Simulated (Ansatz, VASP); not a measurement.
## Ga2O3 (Ga2O3 (C2/m)) in two plane-wave programs

Aim: how closely do two programs agree when they are given the same cell, functional and k mesh? The cell is taken from a series of runs on this material, whose earlier steps may have relaxed, scaled, displaced or heated it; both programs get it as it stands.

Calculated with Ansatz 0.2.0; plane waves, with VASP 6.6.1 beside it; single point at r2SCAN.

### Step 1. Starting point

The cell holds 120 atoms: 48 Ga and 72 O. Its edges and angles: a = 12.253 Å, b = 9.117 Å, c = 11.616 Å, α = 90.0°, β = 103.8°, γ = 90.0°.

### Step 2. Ansatz: single point, r2SCAN

Ansatz runs on its PAW soft_1 files.

A single point gives forces, pressure and levels at one fixed geometry, so differences don't come from the geometry; what else differs is listed under the comparison.

input.yaml reads:

```yaml
crystal:
  lattice:
    - [12.2531908311, 0.0, -0.0052300931]
    - [0.0, 9.1168828725, 0.0]
    - [-2.7669245884, 0.0, 11.2819048424]
  atoms:
    - { symbol: Ga, position: [0.3412914738, 0.0, 0.3427727843] }
    - { symbol: Ga, position: [0.8412914738, 0.1666666667, 0.3427727843] }
    - { symbol: Ga, position: [0.1587085262, 0.1666666667, 0.1572272157] }
    - { symbol: Ga, position: [0.6587085262, 0.0, 0.1572272157] }
    - { symbol: Ga, position: [0.4094760976, 0.1666666667, 0.102596351] }
    - { symbol: Ga, position: [0.9094760976, 0.0, 0.102596351] }
    - { symbol: Ga, position: [0.0905239024, 0.0, 0.397403649] }
    - { symbol: Ga, position: [0.5905239024, 0.1666666667, 0.397403649] }
    - { symbol: O, position: [0.0037459962, 0.1666666667, 0.3719018472] }
    - { symbol: O, position: [0.5037459962, 0.0, 0.3719018472] }
    - { symbol: O, position: [0.4962540038, 0.0, 0.1280981528] }
    - { symbol: O, position: [0.9962540038, 0.1666666667, 0.1280981528] }
    - { symbol: O, position: [0.3266685284, 0.1666666667, 0.2182381241] }
    - { symbol: O, position: [0.8266685284, 0.0, 0.2182381241] }
    - { symbol: O, position: [0.1733314716, 0.0, 0.2817618759] }
    - { symbol: O, position: [0.6733314716, 0.1666666667, 0.2817618759] }
    - { symbol: O, position: [0.1641900411, 0.0, 0.054559231] }
    - { symbol: O, position: [0.6641900411, 0.1666666667, 0.054559231] }
    - { symbol: O, position: [0.3358099589, 0.1666666667, 0.445440769] }
    - { symbol: O, position: [0.8358099589, 0.0, 0.445440769] }
    - { symbol: Ga, position: [0.3412914738, 0.0, 0.8427727843] }
    - { symbol: Ga, position: [0.8412914738, 0.1666666667, 0.8427727843] }
    - { symbol: Ga, position: [0.1587085262, 0.1666666667, 0.6572272157] }
    - { symbol: Ga, position: [0.6587085262, 0.0, 0.6572272157] }
    - { symbol: Ga, position: [0.4094760976, 0.1666666667, 0.602596351] }
    - { symbol: Ga, position: [0.9094760976, 0.0, 0.602596351] }
    - { symbol: Ga, position: [0.0905239024, 0.0, 0.897403649] }
    - { symbol: Ga, position: [0.5905239024, 0.1666666667, 0.897403649] }
    - { symbol: O, position: [0.0037459962, 0.1666666667, 0.8719018472] }
    - { symbol: O, position: [0.5037459962, 0.0, 0.8719018472] }
[... 84 atom lines left out ...]
    - { symbol: O, position: [0.1733314716, 0.6666666667, 0.7817618759] }
    - { symbol: O, position: [0.6733314716, 0.8333333333, 0.7817618759] }
    - { symbol: O, position: [0.1641900411, 0.6666666667, 0.554559231] }
    - { symbol: O, position: [0.6641900411, 0.8333333333, 0.554559231] }
    - { symbol: O, position: [0.3358099589, 0.8333333333, 0.945440769] }
    - { symbol: O, position: [0.8358099589, 0.6666666667, 0.945440769] }
basis:
  ecutwfc: 500
  xc_grid: 2
hamiltonian:
  xc: r2scan
  pseudopotentials: { kind: paw, azcp: { folder: soft_1 } }
kpoints:
  mp_grid: { grid: [1, 1, 1], shift: [0.25, 0.25, 0.25] }
scf:
  occupations: { method: fermi_dirac, width: 0.01 }
  max_iter: 100
  lower_state_search: "off"
checkpoint:
  write: "../pristine.sampling_quarter.run"
  compress: false
  write_wavefunctions: false
  write_every: 100000
```

Launch:

```bash
$ ansatz run input.yaml --threads 32 --pin off --max-ram 84787MiB --backend cuda --events-out ev --progress --plain --runs-dir out --max-vram 78GiB
```

Numbers of over 12 decimals in the logs are rounded to 6 here.

Output:

```text
Engine: ansatz 0.2.0, aarch64-unknown-linux-gnu
Pseudopotentials: kind: paw
Pseudopotential: Ga, paw, valence charge 13, recommended cutoff 500 eV (meta_gga), soft_1/Ga.paw.azcp
Pseudopotential: O, paw, valence charge 6, recommended cutoff 500 eV (meta_gga), soft_1/O.paw.azcp
Functional definition: r2SCAN
  parameter k0 = 0.174
  parameter k1 = 0.065
  parameter a1 = 4.9479
  exchange = r2scan_x(k0 = k0, k1 = k1, a1 = a1)
  correlation = r2scan_c
device memory: the entry about to start is reckoned to put 8.5 GiB on a device that reports 168.3 GiB free (of which the cap on the GPU budget leaves the run 78.0 GiB)
GPU FFT provider: cuFFT
GPU libraries: cuBLAS 13.8.1, cuFFT 12.4.0, cuSOLVER 12.3.2
GPU matrix products: emulated (plane waves: as basis.precision tells), large ones in fixed point in workspaces of 1.00 GiB
Crystal: 120 atoms, lattice volume = 1260.180 Å³
Basis set: ecut = 500 eV, 32007 PW (Γ), exchange–correlation on 180×144×180 points (8 copies of the dense FFT grid, shifted against one another)
Bands: 648, of which v1, the nominal top of the filled ones, is band 528 counted from 1 (527 counted from 0)
Symmetry: 24 space group operations
k-points: 1
Non-local potential: Ga, projectors of the file, l = 0: 2, l = 1: 2, l = 2: 3, l = 3: 1
Non-local potential: O, projectors of the file, l = 0: 2, l = 1: 2, l = 2: 1
PAW form: soft (Blöchl's): semilocal exchange-correlation on the pseudo side does not see the compensation charge
PAW frozen core: Ga, regenerated for the run's functional (the file was generated under x = pbe(κ = 0.804, μ = 0.219515), c = pbe(β = 0.066725))
PAW frozen core: O, regenerated for the run's functional (the file was generated under x = pbe(κ = 0.804, μ = 0.219515), c = pbe(β = 0.066725))
PAW one-centre angular grid: Ga, 590 points (default); XC on 160 Gauss nodes
PAW one-centre angular grid: O, 302 points (default); XC on 160 Gauss nodes
Initial density: superposition of atomic densities (chi_scale 0.1, normalization cell, long waves kept (reshape's long-wave potential 0.03 eV rms))
Initial wavefunctions: pseudopotential atomic-orbital guess
GPU buffer pool allocated for 583200 grid points (all kernels)
GPU transforms: local potential and band sums: pruned to the plane-wave sphere, on 90×72×90
Functional: x = r2scan, c = r2scan; τ floored in thin density (d = 2e-4 eV/Å³)
SCF iter   1: F=-222910.753962 eV  HF=-222959.488676 eV  |Δ(HF+E_count)|=         —  Δρ=1.31e-1  dr2=1.05e2  dr2_τ=7.83e0  Hψ=2175
preconditioner: auto → Resta (q_TF=auto, 2.649 Å⁻¹)  ε∞=3.9  [insulator: Δε(μ)=4.185 eV  Ē_g=19.948 eV  σ=0.010 eV  W_gap=1.00  n_scr=386 (ndim 8)  ℏωp=34.0 eV  f_vac=0.000  D(μ)=0.00/eV (n_scr^D=0)  ε∞_Penn≈3.9]
SCF iter   2: F=-222932.454772 eV  HF=-222938.623999 eV  |Δ(HF+E_count)|=    2.09e1  Δρ=6.09e-2  dr2=2.17e1  dr2_τ=8.07e-1  Hψ=1275
SCF iter   3: F=-222933.289536 eV  HF=-222935.026646 eV  |Δ(HF+E_count)|=    3.60e0  Δρ=1.66e-2  dr2=2.38e0  dr2_τ=1.05e-1  Hψ=1059
automatic band count: iteration 3 solves 612 bands in place of 648: the levels show a gap, and the empty bands left out lie too high to hold charge; the band table lists the bands solved (type scf.n_extra_bands for more)
SCF iter   4: F=-222934.411983 eV  HF=-222934.315884 eV  |Δ(HF+E_count)|=   7.11e-1  Δρ=4.74e-3  dr2=1.93e-1  dr2_τ=1.19e-2  Hψ=996
SCF iter   5: F=-222934.457645 eV  HF=-222934.465410 eV  |Δ(HF+E_count)|=   1.50e-1  Δρ=2.47e-3  dr2=4.56e-2  dr2_τ=5.68e-3  Hψ=1065
SCF iter   6: F=-222934.479143 eV  HF=-222934.478719 eV  |Δ(HF+E_count)|=   1.33e-2  Δρ=3.94e-4  dr2=1.45e-3  dr2_τ=6.46e-5  Hψ=1065
SCF iter   7: F=-222934.468541 eV  HF=-222934.468908 eV  |Δ(HF+E_count)|=   9.81e-3  Δρ=2.05e-4  dr2=3.91e-4  dr2_τ=4.11e-5  Hψ=1064
SCF iter   8: F=-222934.468829 eV  HF=-222934.468843 eV  |Δ(HF+E_count)|=   6.56e-5  Δρ=6.06e-5  dr2=3.31e-5  dr2_τ=1.87e-6  Hψ=1064
SCF iter   9: F=-222934.473107 eV  HF=-222934.473107 eV  |Δ(HF+E_count)|=   4.26e-3  Δρ=1.23e-5  dr2=1.38e-6  dr2_τ=1.12e-7  Hψ=1139
SCF iter  10: F=-222934.473107 eV  HF=-222934.473108 eV  |Δ(HF+E_count)|=   2.81e-7  Δρ=6.43e-6  dr2=3.62e-7  dr2_τ=3.04e-8  Hψ=1060
SCF iter  11: F=-222934.473107 eV  HF=-222934.473107 eV  |Δ(HF+E_count)|=   2.10e-7  Δρ=2.36e-6  dr2=5.37e-8  dr2_τ=5.49e-9  Hψ=1637
SCF 1 converged in 11 iterations: F = -222934.473107 eV  dr2 = 5.37e-8
  greatest PAW one-centre occupation: 0.997 electrons in one spin orbital (limit 2), on the Ga atom at site 103 (counted from 0), in its partial waves of l = 2
SCF converged after 11 iterations
Free energy (F): -222934.473107 eV
Harris-Foulkes:  -222934.473107 eV  (|F-HF|=1.78e-9)
Internal energy: -222934.473107 eV  (E = F + TS)
E sigma→0 (E₀):  -222934.473107 eV
Fermi energy:    9.592186 eV
--- Per-component energies (eV) ---
  E_band       = -1931.278953
  E_kinetic    = 17613.831659
  E_local      = -84152.815081  (includes V_loc(G=0)·N_el)
  E_nonlocal   = -314.237652
  E_hartree    = 49364.631808
  E_xc         = -7813.239661
  E_vxc        = -10037.157342  (∫ρ·V_xc dr)
  E_paw        = -108681.787039  (= ΣΔE_a)
  E_vpaw       = -24371.212325  (= ΣTr[D̂ρ^β])
  E_aug_tail   = 0.021032  (compensation charges beyond the density's cutoff)
  E_vtau       = 600.988519  (kinetic-family band-sum trace: ∫τ·v_τ [+ j·A + Jᵃ·Aᵃ] dr)
  E_ewald      = -88917.231276
  E_core_change = -33.646897  (= ΣΔE_core)
  E_smearing   = -0.000000  (= −TS)
  E_closure    = -0.000000  (closes the sum)
  Σ components = -222934.473107   (vs F -222934.473107, Δ=0.00e0)
```

In the SCF lines HF is the Harris–Foulkes energy and dr2 the Hartree energy of the density residual, in eV; the loop may stop once dr2 is under the threshold and the program's other checks hold. Hψ counts applications of the Hamiltonian.

### Step 3. VASP: single point, r2SCAN

The same cell, functional, mesh and smearing now go to VASP, with its own data sets.

Lines of VASP's logs that name or quote its potential files are left out, and so is its time.

INCAR reads:

```
SYSTEM = Ga2O3
PREC = Accurate
ENCUT = 580
EDIFF = 1E-06
NELM = 120
ISMEAR = -1
SIGMA = 0.01
LREAL = Auto
ALGO = Normal
METAGGA = R2SCAN
LASPH = .TRUE.
NBANDS = 624
LORBIT = 11
LWAVE = .FALSE.
LCHARG = .FALSE.
ISIF = 2
ISYM = 2
GGA_COMPAT = .FALSE.
EFERMI = MIDGAP
LMIXTAU = .TRUE.
NCORE = 4
```

POSCAR reads:

```
Ga2O3
1.0
   12.2531908311      0.0000000000     -0.0052300931
    0.0000000000      9.1168828725      0.0000000000
   -2.7669245884      0.0000000000     11.2819048424
Ga O
48 72
Direct
    0.3412900000      1.0000000000      0.3427700000
    0.8412900000      0.1666666667      0.3427700000
    0.1587100000      0.1666666667      0.1572300000
    0.6587100000      1.0000000000      0.1572300000
    0.4094800000      0.1666666667      0.1026000000
    0.9094800000      1.0000000000      0.1026000000
    0.0905200000      1.0000000000      0.3974000000
    0.5905200000      0.1666666667      0.3974000000
    0.3412900000      1.0000000000      0.8427700000
    0.8412900000      0.1666666667      0.8427700000
    0.1587100000      0.1666666667      0.6572300000
    0.6587100000      1.0000000000      0.6572300000
    0.4094800000      0.1666666667      0.6026000000
    0.9094800000      1.0000000000      0.6026000000
    0.0905200000      1.0000000000      0.8974000000
    0.5905200000      0.1666666667      0.8974000000
    0.3412900000      0.3333333333      0.3427700000
    0.8412900000      0.5000000000      0.3427700000
    0.1587100000      0.5000000000      0.1572300000
    0.6587100000      0.3333333333      0.1572300000
    0.4094800000      0.5000000000      0.1026000000
    0.9094800000      0.3333333333      0.1026000000
    0.0905200000      0.3333333333      0.3974000000
    0.5905200000      0.5000000000      0.3974000000
    0.3412900000      0.3333333333      0.8427700000
    0.8412900000      0.5000000000      0.8427700000
    0.1587100000      0.5000000000      0.6572300000
    0.6587100000      0.3333333333      0.6572300000
    0.4094800000      0.5000000000      0.6026000000
    0.9094800000      0.3333333333      0.6026000000
[... 84 atom lines left out ...]
    0.1733300000      0.6666666667      0.7817600000
    0.6733300000      0.8333333333      0.7817600000
    0.1641900000      0.6666666667      0.5545600000
    0.6641900000      0.8333333333      0.5545600000
    0.3358100000      0.8333333333      0.9454400000
    0.8358100000      0.6666666667      0.9454400000
```

KPOINTS reads:

```
Points of the shifted mesh
1
Reciprocal
 0.2500000000  0.2500000000  0.2500000000 1
```

PAW data sets: Ga_d and O (PBE family, release 64).

Launch:

```bash
$ mpirun -np 16 vasp_std
```

Output:

```text
[banner, memory and clock lines left out]
running   16 mpi-ranks, on    1 nodes
[...]
|                                                                             |
|               ----> ADVICE to this user running VASP <----                  |
|                                                                             |
|     You enforced a specific xc type in the INCAR file but a different       |
|     [... a line on the potential file left out ...]
|     I HOPE YOU KNOW WHAT YOU ARE DOING!                                     |
|                                                                             |

 LDA part: xc-table for (None), standard interpolation
 POSCAR, INCAR and KPOINTS ok, starting setup
[...]
entering main loop
       N       E                     dE             d eps       ncg     rms          rms(c)
DAV:   1     0.256187102730E+05    0.25619E+05   -0.37549E+05  1248   0.341E+03
DAV:   2     0.519615718794E+04   -0.20423E+05   -0.19340E+05  1248   0.101E+03
DAV:   3    -0.691861971821E+03   -0.58880E+04   -0.55498E+04  1560   0.378E+02
DAV:   4    -0.148257354480E+04   -0.79071E+03   -0.77295E+03  1472   0.143E+02
[...]
DAV:  39    -0.122954358114E+04    0.86437E-05   -0.12768E-06   704   0.350E-03    0.186E-03
DAV:  40    -0.122954358242E+04   -0.12838E-05   -0.55175E-07   672   0.237E-03    0.182E-03
DAV:  41    -0.122954358299E+04   -0.56869E-06   -0.13893E-07   672   0.129E-03
   1 F= -.12295436E+04 E0= -.12295436E+04  d E =0.000000E+00
```

Parts of OUTCAR (step 3):

```text
  FREE ENERGIE OF THE ION-ELECTRON SYSTEM (eV)
  ---------------------------------------------------
  free  energy   TOTEN  =     -1229.5435829910 eV

  energy  without entropy=    -1229.5435829910  energy(sigma->0) =    -1229.54358299
```

The PAW data sets were made with PBE, which is usual practice but a small mismatch for other functionals.

### Step 4. Differences

Known differences besides the potentials themselves: VASP keeps PBE cores, Ansatz makes them for the functional; the cutoff is 500 eV in Ansatz and 580 eV in VASP (PREC = Accurate, projectors in real space). Total energies have different zeros and are not compared.

Compared:

| quantity | Ansatz | VASP | difference |
| --- | --- | --- | --- |
| gap on the k mesh (eV) | 3.955 | 3.930 | +0.025 |

A gap on the mesh is an upper bound, since the band edges may lie between its points.

### Step 5. Outcome

* difference in gap on the k mesh (single point, r2SCAN): 0.025 eV

The difference in gap on the k mesh is 0.025 eV (single point, r2SCAN), within the 0.08 eV picked in this series as the mark of a large difference. How closely two codes agree says nothing of how well the functional describes the real material.

[Lines on the potential files, build, host, timing and source positions are cut from VASP's logs without a mark.]

[Logs are printed without paths, hosts, clocks, repeated set-up lines and the standing remarks that a program may print on its own settings, such as how far it seeks lower states.]

[Hosts, paths, dates, database ids (printed as entryN), source tags and the programs' standing remarks are cut or masked in the printed files.]
